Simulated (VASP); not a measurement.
An input for Ansatz (written as the equivalent of a VASP run, and not itself run):

Ansatz 0.2 input:
```yaml
crystal:
  lattice:
    - [0.0000000, 2.2028754, 2.2028754]
    - [2.2028754, 0.0000000, 2.2028754]
    - [2.2028754, 2.2028754, 0.0000000]
  atoms:
    - { symbol: Ta, position: [0.0000000, 0.0000000, 0.0000000] }
    - { symbol: C, position: [0.5000000, 0.5000000, 0.5000000] }
kpoints:
  mp_grid: { grid: [14, 14, 14] }
hamiltonian:
  xc: rpbe
  pseudopotentials: { kind: paw }
scf:
  occupations: { method: methfessel_paxton, width: 0.1 }
  max_iter: 100
output: { forces: true, stress: true, eigenvalues: true }
```

Write the VASP files for the same calculation (RPBE).

This is not unique; one that fits is 
### POSCAR
```
TaC
1.0
  0.0000000000   2.2028753722   2.2028753722
  2.2028753722   0.0000000000   2.2028753722
  2.2028753722   2.2028753722   0.0000000000
Ta C
1 1
Cartesian
  0.0000000000   0.0000000000   0.0000000000
  2.2028753722   2.2028753722   2.2028753722
```

File KPOINTS:
```
kpoints
0
G
  14 14 14
0 0 0
```

### INCAR
```
SYSTEM = TaC
PREC = Accurate; ENCUT = 520; LREAL = .FALSE.
LASPH = .TRUE.
EDIFF = 1E-7; NELM = 100; ALGO = Normal
LMAXMIX = 6
ISMEAR = 1; SIGMA = 0.1
GGA = RP
ISIF = 2
LWAVE = .FALSE.; LCHARG = .FALSE.
```

POTCAR, in this order: Ta_pv C (PBE.64 set). Program: vasp_std.

What does not carry over: each code has its own PAW files, so the cut-off isn't converted (ENCUT is set for VASP's; basis.ecutwfc is left out, and Ansatz then takes the one that its files recommend); Ansatz stops its SCF on the density residual and VASP on the energy change (EDIFF).

The compound is TaC in the rock salt structure. This cell is one point of a volume scan, at 0.94 of the reference volume.
